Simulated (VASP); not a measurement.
**What goes wrong when the modes of TaN are computed with a bad input**

Aim: see how common mistakes in a phonon run show up, on TaN. The starting structure is a computed structure from the Materials Project.

Calculated with VASP 6.6.1; Kohn-Sham DFT with plane waves and PAW; LDA.

## (1) Starting point

The structure is cubic, space group Fm-3m (No. 225). The conventional cell has a = 4.423 Å, b = 4.423 Å, c = 4.423 Å, α = 90.00°, β = 90.00°, γ = 90.00°. Nearest to Ta lie 6 N at 2.21 Å. Nearest to N lie 6 Ta at 2.21 Å. Farther neighbours and most contacts between anions are not listed.

Coordinates:

```xyz
2
Lattice="0.0000 2.2113 2.2113 2.2113 0.0000 2.2113 2.2113 2.2113 0.0000" Properties=species:S:1:pos:R:3 pbc="T T T"
Ta    2.2113    2.2113    2.2113
N     0.0000    0.0000    0.0000
```

## (2) Reference modes

The cell comes from a relaxation at this level, not shown (20.66 Å³).

INCAR

```
SYSTEM = TaN
PREC = Accurate
ENCUT = 520
EDIFF = 1E-08
NELM = 100
ISMEAR = 1
SIGMA = 0.15
LREAL = .FALSE.
ALGO = Normal
GGA = CA
NBANDS = 14
LASPH = .TRUE.
LORBIT = 11
LWAVE = .FALSE.
LCHARG = .FALSE.
KPAR = 8
IBRION = 8
ISIF = 2
```

POSCAR

```
TaN
1.0
    0.0000000000      2.1779845989      2.1779845989
    2.1779845989      0.0000000000      2.1779845989
    2.1779845989      2.1779845989      0.0000000000
Ta N
1 1
Direct
    0.5000000000      0.5000000000      0.5000000000
    0.0000000000      0.0000000000      0.0000000000
```

KPOINTS

```
Automatic mesh
0
Gamma
18 18 18
0 0 0
```

The projector-augmented-wave data sets are Ta_pv and N (LDA family, release 64).

Run with:

```console
$ mpirun -np 8 vasp_std
```

Output:

```text
[banner, memory and clock lines left out]
running    8 mpi-ranks, on    1 nodes
 distrk:  each k-point on    1 cores,    8 groups
 distr:  one band on    1 cores,    1 groups

 POSCAR found type information on POSCAR TaN
 POSCAR found :  2 types and       2 ions
|                                                                             |
|           W    W    AA    RRRRR   N    N  II  N    N   GGGG   !!!           |
|           W    W   A  A   R    R  NN   N  II  NN   N  G    G  !!!           |
|           W    W  A    A  R    R  N N  N  II  N N  N  G       !!!           |
|           W WW W  AAAAAA  RRRRR   N  N N  II  N  N N  G  GGG   !            |
|           WW  WW  A    A  R   R   N   NN  II  N   NN  G    G                |
|           W    W  A    A  R    R  N    N  II  N    N   GGGG   !!!           |
|                                                                             |
|     For optimal performance we recommend to set                             |
|       NCORE = 2 up to number-of-cores-per-socket                            |
|     NCORE specifies how many cores store one orbital (NPAR=cpu/NCORE).      |
|     This setting can greatly improve the performance of VASP for DFT.       |
|     The default, NCORE=1 might be grossly inefficient on modern             |
|     multi-core architectures or massively parallel machines. Do your        |
|     Unfortunately you need to use the default for GW and RPA                |
|     calculations (for HF NCORE is supported but not extensively tested      |
|     yet).                                                                   |
|                                                                             |

 LDA part: xc-table for (Slater(with rela. corr.)+CA(PZ))
 , standard interpolation
 POSCAR, INCAR and KPOINTS ok, starting setup
 FFT: planning ... GRIDC
 FFT: planning ... GRID_SOFT
 FFT: planning ... GRID
 WAVECAR not read
 entering main loop
       N       E                     dE             d eps       ncg     rms          rms(c)
DAV:   1     0.878518946584E+02    0.87852E+02   -0.90483E+03  5492   0.122E+03
DAV:   2    -0.243001161920E+02   -0.11215E+03   -0.10590E+03  6720   0.310E+02
DAV:   3    -0.271636206041E+02   -0.28635E+01   -0.28281E+01  6160   0.449E+01
DAV:   4    -0.271768096366E+02   -0.13189E-01   -0.13161E-01  6572   0.320E+00
DAV:   5    -0.271769036023E+02   -0.93966E-04   -0.93961E-04  6174   0.245E-01    0.255E+01
DAV:   6    -0.243014252196E+02    0.28755E+01   -0.65553E+00  5826   0.282E+01    0.108E+01
DAV:   7    -0.241918931886E+02    0.10953E+00   -0.37587E-01  6966   0.546E+00    0.722E+00
DAV:   8    -0.241532619785E+02    0.38631E-01   -0.12563E-01  6594   0.317E+00    0.118E+00
DAV:   9    -0.241500730316E+02    0.31889E-02   -0.91109E-03  6306   0.833E-01    0.274E-01
DAV:  10    -0.241498968364E+02    0.17620E-03   -0.42265E-04  7268   0.254E-01    0.795E-02
DAV:  11    -0.241498808178E+02    0.16019E-04   -0.37856E-05  5922   0.659E-02    0.146E-02
DAV:  12    -0.241498806274E+02    0.19048E-06   -0.20944E-06  7020   0.136E-02    0.289E-03
DAV:  13    -0.241498806178E+02    0.95524E-08   -0.60573E-08  6258   0.228E-03
   1 F= -.24149881E+02 E0= -.24149682E+02  d E =-.597195E-03
 Linear response reoptimize wavefunctions to high precision
DAV:   1    -0.241498806174E+02    0.42473E-09   -0.25606E-09  6640   0.546E-04
DAV:   2    -0.241498806174E+02   -0.36380E-11   -0.61442E-11  3432   0.760E-05
 Linear response DOF=           2
 Linear response progress:
  Degree of freedom:   1/  2
       N       E                     dE             d eps       ncg     rms          rms(c)
RMM:   1    -0.134754024771E+00   -0.13475E+00    0.11384E+01 14137   0.238E+01
RMM:   2    -0.163381751073E+00   -0.28628E-01   -0.27546E-02 21256   0.145E+00    0.109E-01
RMM:   3    -0.162735296821E+00    0.64645E-03   -0.19499E-03 24357   0.267E-01    0.507E-02
RMM:   4    -0.162296608112E+00    0.43869E-03   -0.17309E-04 26082   0.845E-02    0.184E-02
RMM:   5    -0.162126936157E+00    0.16967E-03   -0.16756E-05 26497   0.234E-02    0.466E-03
RMM:   6    -0.162116172870E+00    0.10763E-04   -0.33236E-06 25261   0.827E-03    0.828E-04
RMM:   7    -0.162114314934E+00    0.18579E-05   -0.14070E-06 26802   0.233E-03    0.287E-04
RMM:   8    -0.162115896973E+00   -0.15820E-05   -0.57074E-07 28394   0.799E-04    0.783E-05
RMM:   9    -0.162116685830E+00   -0.78886E-06   -0.85208E-07 26822   0.311E-04    0.402E-05
RMM:  10    -0.162117108788E+00   -0.42296E-06   -0.30671E-07 24823   0.199E-04    0.710E-06
RMM:  11    -0.162117124216E+00   -0.15428E-07   -0.23713E-07 29338   0.882E-05    0.666E-06
RMM:  12    -0.162117099912E+00    0.24304E-07   -0.85821E-08 25970   0.499E-05    0.126E-06
RMM:  13    -0.162117101965E+00   -0.20537E-08   -0.77588E-08 25571   0.263E-05    0.148E-06
 first order change of Fermi-energy   0.38264E-03
 force on displaced ion       1 direction 1 :  -8.578   0.000   0.000
 Linear response progress:
  Degree of freedom:   2/  2
       N       E                     dE             d eps       ncg     rms          rms(c)
RMM:   1    -0.232582934132E+00   -0.23258E+00    0.15597E-01 28517   0.297E+00
RMM:   2    -0.228984146892E+00    0.35988E-02   -0.42010E-03 22712   0.483E-01    0.158E-01
RMM:   3    -0.229837763949E+00   -0.85362E-03   -0.91130E-04 20509   0.185E-01    0.799E-02
RMM:   4    -0.231187274140E+00   -0.13495E-02   -0.46579E-04 20844   0.128E-01    0.220E-02
RMM:   5    -0.231286667254E+00   -0.99393E-04   -0.19712E-05 24015   0.317E-02    0.288E-03
RMM:   6    -0.231286456186E+00    0.21107E-06   -0.16915E-06 23845   0.704E-03    0.810E-04
RMM:   7    -0.231279466381E+00    0.69898E-05   -0.15899E-07 23893   0.189E-03    0.349E-04
RMM:   8    -0.231281534548E+00   -0.20682E-05   -0.53018E-08 25488   0.664E-04    0.907E-05
RMM:   9    -0.231280859425E+00    0.67512E-06    0.92640E-09 24787   0.235E-04    0.272E-05
RMM:  10    -0.231280706761E+00    0.15266E-06   -0.19213E-08 27086   0.767E-05    0.146E-05
RMM:  11    -0.231280715256E+00   -0.84946E-08   -0.60518E-09 24974   0.234E-05    0.718E-06
 first order change of Fermi-energy  -0.13508E-03
 force on displaced ion       2 direction 1 :  -8.583   0.000   0.000
 Linear response finished
```

Run time: 1.9 min. Hardware: 8 MPI ranks of AMD EPYC 7R43, shared host; peak memory 2.9 GiB.

Lines that name or quote the potential files are left out of all logs, and their timing lines are given in words.

From OUTCAR (step 2):

```text
ion  position               nearest neighbor table
   1  0.500  0.500  0.500-   2 2.18   2 2.18   2 2.18   2 2.18   2 2.18   2 2.18
   2  0.000  0.000  0.000-   1 2.18   1 2.18   1 2.18   1 2.18   1 2.18   1 2.18

  LATTYP: Found a face centered cubic cell.
 ALAT       =     4.3559691978

 Subroutine GETGRP returns: Found 48 space group operations
 (whereof 48 operations were pure point group operations)

The static configuration has the point symmetry O_h .

 Found    195 irreducible k-points:

   k-points           NKPTS =    195   k-points in BZ     NKDIM =    195   number of bands    NBANDS=     14

   dimension x,y,z NGX =    24 NGY =   24 NGZ =   24
   dimension x,y,z NGXF=    48 NGYF=   48 NGZF=   48

   ENCUT  =  520.0 eV  38.22 Ry    6.18 a.u.   5.73  5.73  5.73*2*pi/ulx,y,z

   NELECT =      16.0000    total number of electrons

 k-points in reciprocal lattice and weights: Automatic mesh
   0.00000000  0.00000000  0.00000000       0.000
   0.05555556  0.00000000  0.00000000       0.001
   0.11111111  0.00000000  0.00000000       0.001
   0.16666667  0.00000000  0.00000000       0.001
   0.22222222  0.00000000  0.00000000       0.001
   0.27777778  0.00000000  0.00000000       0.001
   0.33333333  0.00000000  0.00000000       0.001
   0.38888889  0.00000000  0.00000000       0.001
   0.44444444  0.00000000  0.00000000       0.001
[...]
-0.27777778  0.44444444  0.22222222       0.004
  -0.27777778  0.50000000  0.22222222       0.002

 average (electrostatic) potential at core
       1 -34.8597       2 -60.6944

  Total        0.0001434      0.0001434      0.0001434      0.0000000      0.0000000      0.0000000
  in kB        0.0111155      0.0111155      0.0111155      0.0000000      0.0000000      0.0000000
  external PRESSURE =       0.0111155 kB  Pullay stress =       0.0000000 kB

  energy-cutoff  :      520.00
  volume of cell :       20.66
      direct lattice vectors                 reciprocal lattice vectors
     0.000000000  2.177984599  2.177984599    -0.229570035  0.229570035  0.229570035
     2.177984599  0.000000000  2.177984599     0.229570035 -0.229570035  0.229570035
     2.177984599  2.177984599  0.000000000     0.229570035  0.229570035 -0.229570035

 POSITION                                       TOTAL-FORCE (eV/Angst)
 -----------------------------------------------------------------------------------
      2.17798      2.17798      2.17798        -0.000000      0.000000      0.000000
      0.00000      0.00000      0.00000         0.000000     -0.000000     -0.000000
 -----------------------------------------------------------------------------------
    total drift:                                0.000000     -0.000000     -0.000000

 Eigenvectors and eigenvalues of the dynamical matrix
 ----------------------------------------------------

   1 f  =   12.705047 THz    79.828164 2PiTHz  423.794748 cm-1    52.543828 meV
             X         Y         Z           dx          dy          dz
      2.177985  2.177985  2.177985    -0.189442   -0.189442    0.000000
      0.000000  0.000000  0.000000     0.681258    0.681258    0.000000

   2 f  =   12.705047 THz    79.828164 2PiTHz  423.794748 cm-1    52.543828 meV
             X         Y         Z           dx          dy          dz
      2.177985  2.177985  2.177985    -0.189442    0.189442   -0.000000
      0.000000  0.000000  0.000000     0.681258   -0.681258   -0.000000

   3 f  =   12.705047 THz    79.828164 2PiTHz  423.794748 cm-1    52.543828 meV
             X         Y         Z           dx          dy          dz
      2.177985  2.177985  2.177985     0.000000    0.000000   -0.267911
      0.000000  0.000000  0.000000     0.000000    0.000000    0.963444

   4 f/i=    0.001044 THz     0.006558 2PiTHz    0.034814 cm-1     0.004316 meV
             X         Y         Z           dx          dy          dz
      2.177985  2.177985  2.177985    -0.036695   -0.957326   -0.101999
      0.000000  0.000000  0.000000    -0.010204   -0.266210   -0.028363

   5 f/i=    0.001044 THz     0.006558 2PiTHz    0.034814 cm-1     0.004316 meV
             X         Y         Z           dx          dy          dz
      2.177985  2.177985  2.177985     0.962736   -0.036061   -0.007896
      0.000000  0.000000  0.000000     0.267714   -0.010028   -0.002196

   6 f/i=    0.001044 THz     0.006558 2PiTHz    0.034814 cm-1     0.004316 meV
             X         Y         Z           dx          dy          dz
      2.177985  2.177985  2.177985    -0.004028    0.102224   -0.957997
      0.000000  0.000000  0.000000    -0.001120    0.028426   -0.266396

 ELASTIC MODULI CONTR FROM IONIC RELAXATION (kBar)
 Direction    XX          YY          ZZ          XY          YZ          ZX
 --------------------------------------------------------------------------------
 XX           0.0000      0.0000      0.0000      0.0000      0.0000      0.0000
 YY           0.0000      0.0000      0.0000      0.0000      0.0000      0.0000
 ZZ           0.0000      0.0000      0.0000      0.0000      0.0000      0.0000
 XY           0.0000      0.0000      0.0000      0.0000      0.0000      0.0000
 YZ           0.0000      0.0000      0.0000      0.0000      0.0000      0.0000
 ZX           0.0000      0.0000      0.0000      0.0000      0.0000      0.0000
 --------------------------------------------------------------------------------
```

Energies printed during the response cycles are not total energies of the cell.

Reference: the zone-centre mode is T1u 423.8 cm⁻¹.

## (3) Modes with finite displacements, else as the reference

Against step 2 the input has IBRION = 6, NFREE = 2 and POTIM = 0.015 (also changed: NSW).

INCAR, as its differences from that of step 2:

```diff
@@ -16,3 +16,6 @@
 KPAR = 8
-IBRION = 8
+IBRION = 6
+NFREE = 2
+POTIM = 0.015
+NSW = 1
 ISIF = 2
```

POSCAR is that of step 2.

KPOINTS is that of step 2.

Run with:

```console
$ mpirun -np 8 vasp_std
```

Output:

```text
[banner, memory and clock lines left out]
running    8 mpi-ranks, on    1 nodes
[...]
[... a notice as in an earlier step ...]

 LDA part: xc-table for (Slater(with rela. corr.)+CA(PZ))
 , standard interpolation
 POSCAR, INCAR and KPOINTS ok, starting setup
[...]
entering main loop
       N       E                     dE             d eps       ncg     rms          rms(c)
[... 13 cycles as in an earlier step ...]
   1 F= -.24149881E+02 E0= -.24149682E+02  d E =-.597195E-03
[... from here on, the cycles between the ionic steps are left out ...]
   2 F= -.24148935E+02 E0= -.24148735E+02  d E =-.598497E-03
   3 F= -.24148935E+02 E0= -.24148735E+02  d E =-.598494E-03
   4 F= -.24148935E+02 E0= -.24148735E+02  d E =-.598502E-03
   5 F= -.24148935E+02 E0= -.24148735E+02  d E =-.598511E-03
 Finite differences progress:
  Degree of freedom:   2/  2
  Displacement:        2/  2
  Total:               4/  4
```

Wall time 99 s (8 MPI ranks); peak memory 2.4 GiB.

OUTCAR, selected parts (step 3):

```text
  Total        0.0161256      0.0006784      0.0006784      0.0000000      0.0000000      0.0000000
  in kB        1.2503527      0.0526016      0.0526016      0.0000000      0.0000000      0.0000000
  external PRESSURE =       0.4518520 kB  Pullay stress =       0.0000000 kB

 POSITION                                       TOTAL-FORCE (eV/Angst)
 -----------------------------------------------------------------------------------
      2.17798      2.17798      2.17798        -0.126186      0.000000      0.000000
     -0.01500      0.00000      0.00000         0.126186      0.000000      0.000000
 -----------------------------------------------------------------------------------
    total drift:                                0.000007     -0.000000      0.000000

  FREE ENERGIE OF THE ION-ELECTRON SYSTEM (eV)
  ---------------------------------------------------
  free  energy   TOTEN  =       -24.1489346553 eV

  energy  without entropy=      -24.1483361442  energy(sigma->0) =      -24.14873515

[... 2 parts as in an earlier step ...]

[... 1 further part left out ...]
[key lines of the parts left out:]
E-fermi :   9.7437
```

The last energy, forces and stress in OUTCAR belong to the last displaced cell, not to that of POSCAR.

With finite displacements, else as the reference the mode is T1u 419.6 cm⁻¹, -4.2 cm⁻¹ from the reference.

## (4) Modes with low precision and real-space projectors

A slip made on purpose: low precision and real-space projectors. Against step 2 the input has PREC = Low, LREAL = Auto, IBRION = 6, NFREE = 2 and POTIM = 0.015 (also changed: NELM and NSW).

INCAR, as its differences from that of step 3:

```diff
@@ -1,9 +1,9 @@
 SYSTEM = TaN
-PREC = Accurate
+PREC = Low
 ENCUT = 520
 EDIFF = 1E-08
-NELM = 100
+NELM = 60
 ISMEAR = 1
 SIGMA = 0.15
-LREAL = .FALSE.
+LREAL = Auto
 ALGO = Normal
```

POSCAR is that of step 3.

KPOINTS is that of step 3.

Run with:

```console
$ mpirun -np 8 vasp_std
```

Output:

```text
[banner, memory and clock lines left out]
running    8 mpi-ranks, on    1 nodes
[...]
[... a notice as in an earlier step ...]

|                                                                             |
|               ----> ADVICE to this user running VASP <----                  |
|                                                                             |
|     You have a (more or less) 'small supercell' and for smaller cells       |
|     it is recommended to use the reciprocal-space projection scheme!        |
|     The real-space optimization is not efficient for small cells and it     |
|     is also less accurate ...                                               |
|     Therefore, set LREAL=.FALSE. in the INCAR file.                         |
|                                                                             |

 LDA part: xc-table for (Slater(with rela. corr.)+CA(PZ))
 , standard interpolation
 POSCAR, INCAR and KPOINTS ok, starting setup
[...]
entering main loop
       N       E                     dE             d eps       ncg     rms          rms(c)
DAV:   1     0.878620597841E+02    0.87862E+02   -0.90485E+03  5492   0.122E+03
DAV:   2    -0.243109246906E+02   -0.11217E+03   -0.10593E+03  6720   0.310E+02
DAV:   3    -0.271730983979E+02   -0.28622E+01   -0.28268E+01  6160   0.449E+01
DAV:   4    -0.271862921888E+02   -0.13194E-01   -0.13166E-01  6572   0.320E+00
[...]
DAV:  11    -0.241595810612E+02    0.16302E-04   -0.38071E-05  5868   0.660E-02    0.144E-02
DAV:  12    -0.241595808812E+02    0.18008E-06   -0.20686E-06  7062   0.134E-02    0.292E-03
DAV:  13    -0.241595808726E+02    0.85161E-08   -0.59469E-08  6246   0.226E-03
   1 F= -.24159581E+02 E0= -.24159382E+02  d E =-.596434E-03
[... from here on, the cycles between the ionic steps are left out ...]
   2 F= -.24159599E+02 E0= -.24159400E+02  d E =-.597781E-03
   3 F= -.24159599E+02 E0= -.24159400E+02  d E =-.597777E-03
   4 F= -.24159155E+02 E0= -.24158956E+02  d E =-.597782E-03
   5 F= -.24159155E+02 E0= -.24158956E+02  d E =-.597791E-03
 Finite differences progress:
  Degree of freedom:   2/  2
  Displacement:        2/  2
  Total:               4/  4
```

Wall time 77 s (8 MPI ranks); peak memory 1.8 GiB.

Parts of OUTCAR (step 4):

```text
  Total       -0.0483519     -0.0810673     -0.0810673     -0.0000000      0.0000000      0.0000000
  in kB       -3.7491247     -6.2858228     -6.2858228     -0.0000000      0.0000000      0.0000000
  external PRESSURE =      -5.4402567 kB  Pullay stress =       0.0000000 kB

 POSITION                                       TOTAL-FORCE (eV/Angst)
 -----------------------------------------------------------------------------------
      2.17798      2.17798      2.17798        -0.112585      0.000000      0.000000
     -0.01500      0.00000      0.00000         0.112585      0.000000      0.000000
 -----------------------------------------------------------------------------------
    total drift:                               -0.022538      0.000032      0.000056

  FREE ENERGIE OF THE ION-ELECTRON SYSTEM (eV)
  ---------------------------------------------------
  free  energy   TOTEN  =       -24.1591552867 eV

  energy  without entropy=      -24.1585574960  energy(sigma->0) =      -24.15895602

[... 2 parts as in an earlier step ...]

[... 1 further part left out ...]
[key lines of the parts left out:]
E-fermi :   9.7435
```

With low precision and real-space projectors the mode is T1u 398.1 cm⁻¹, -21.5 cm⁻¹ from finite displacements, else as the reference.

(Continued in part 2 of 2.)

[Lines on the potential files, build, host, timing and source positions are cut from VASP's logs without a mark.]

[Logs are printed without paths, hosts, clocks, repeated set-up lines and the standing remarks that a program may print on its own settings, such as how far it seeks lower states.]

[Hosts, paths, dates, database ids (printed as entryN), source tags and the programs' standing remarks are cut or masked in the printed files.]
